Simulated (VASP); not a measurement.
```
LaNi2GeP
1.0
   -2.02177     2.02177     4.83875
    2.02177    -2.02177     4.83875
    2.02177     2.02177    -4.83875
La Ni Ge P
1 2 1 1
Direct
  0.00330   0.00330   0.00000
  0.74428   0.24428   0.50000
  0.24428   0.74428   0.50000
  0.37125   0.37125   0.00000
  0.63689   0.63689   0.00000
```

The numbers are results of PBEsol GGA, VASP's PBE PAW potentials (set 64) (plane waves; VASP), not measurements. Settings: 400 eV cut-off, Gaussian smearing of 0.050 eV, potentials La Ni Ge_d P.

**Question.** Give the energies of bands 16 to 29 at the high-symmetry points, in eV from the Fermi level.

**Answer.** 
```csv
band,Γ,X,P,N,M,S,R
16,-2.69,-2.92,-2.93,-3.04,-2.87,-3.08,-2.97
17,-2.69,-2.57,-2.83,-2.97,-2.87,-2.67,-2.51
18,-2.36,-2.27,-2.26,-2.38,-2.83,-2.54,-2.37
19,-1.88,-2.21,-2.26,-2.09,-2.71,-2.13,-2.22
20,-1.55,-2.06,-2.05,-2.09,-1.45,-2.08,-2.12
21,-1.54,-1.72,-1.72,-1.99,-1.05,-1.92,-1.92
22,-1.54,-1.68,-1.59,-1.80,-1.05,-1.88,-1.66
23,-1.46,-1.59,-1.24,-1.46,-0.84,-0.49,-1.21
24,-0.84,-0.86,-1.24,-0.46,0.22,-0.40,-0.96
25,-0.79,-0.59,-0.58,0.65,0.24,-0.30,-0.58
26,0.95,-0.58,-0.58,0.93,1.45,1.39,-0.53
27,0.95,1.35,1.00,1.19,2.24,1.85,1.39
28,1.96,2.50,2.62,2.34,2.49,2.17,2.48
29,2.83,2.72,2.62,2.61,2.50,2.48,2.68
```

It has no gap at this level: it comes out as a metal or semimetal.

The structure comes from a computed database's LaNi2GeP entry (I4mm); how it stands against other phases isn't given here. It was relaxed first. The run is not spin-polarised, so no magnetic state was tried.
